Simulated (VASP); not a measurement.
Input of a VASP 6.6.1 run:

Contents of INCAR:

```
SYSTEM = RbZn5O2
PREC = Accurate ; ENCUT = 520
EDIFF = 1E-7 ; ISMEAR = 0
SIGMA = 0.1 ; LREAL = Auto
LASPH = .True. ; NELM = 80
ALGO = Fast ; ISIF = 2
LWAVE = .False. ; LCHARG = .False.
GGA = PE ; NBANDS = 95
```

File KPOINTS:

```
Automatic mesh
0
Gamma
  3 3 2
  0 0 0
```

The input POSCAR:

```
RbZn5O2
1.0
    5.8497530000     -0.2582910000      0.0579340000
    0.2985790000      6.3066990000      0.4541260000
   -0.9503930000      0.7123080000      7.9769020000
O Rb Zn
4 2 10
Direct
    0.3427988267      0.3296993572      0.8399207164
    0.4841324052      0.6921804557      0.2884401904
    0.8231846223      0.9454605945      0.1273771928
    0.0966993893      0.7986627440      0.7761615099
    0.5560528761      0.7489595405      0.8836361074
    0.7773113816     -0.0028665286      0.4908240076
    0.9729080287      0.4911942294      0.1514614916
    0.1382905249      0.0730445193      0.9082242531
    0.1549885068      0.8866646745      0.2147510918
    0.6251301253      0.4173927762      0.6364183488
    0.9938145138      0.4781356274      0.8262084115
    0.6711955275      0.2268563602      0.9649982646
    0.2282532448      0.2198494970      0.3692941199
    0.5519293604      0.3799620281      0.2102562986
    0.3350838997      0.7187088803      0.5120517790
    0.9638969951      0.5016013008      0.4585902396
```

Potentials or basis: VASP PAW PBE potentials, release 64 (O, Rb_sv, Zn).

Run with:

```bash
$ cat potpaw_PBE.64/O/POTCAR potpaw_PBE.64/Rb_sv/POTCAR potpaw_PBE.64/Zn/POTCAR > POTCAR
$ mpirun -np 1 vasp_std > vasp.out
```

Q: What does it give for the pressure?

A: -1.1 GPa.

Q: Predict the band gap on the k mesh.

A: None (metal or under the smearing width).

Q: Predict the largest force.

A: 1.613 eV/Å.

Forces on the atoms (eV/Å):
```
O    0.005 -1.088  0.107
O   -1.107 -0.059 -0.249
O    1.165  0.575 -0.646
O   -0.388  0.411  0.608
Rb  -0.183  0.473  0.587
Rb   0.176 -0.703 -0.115
Zn   0.016 -0.223 -0.383
Zn  -0.250 -0.566 -1.026
Zn  -0.018 -0.527 -0.007
Zn  -0.636 -0.004 -0.017
Zn   1.249  0.817 -0.041
Zn   0.487 -0.200  0.740
Zn   0.430  0.040  0.229
Zn  -0.409  1.397  0.694
Zn  -0.376 -0.440 -0.735
Zn  -0.162  0.097  0.254
```

Caveat: the k mesh is coarse (spacing up to 0.40 Å⁻¹), so the values aren't converged.
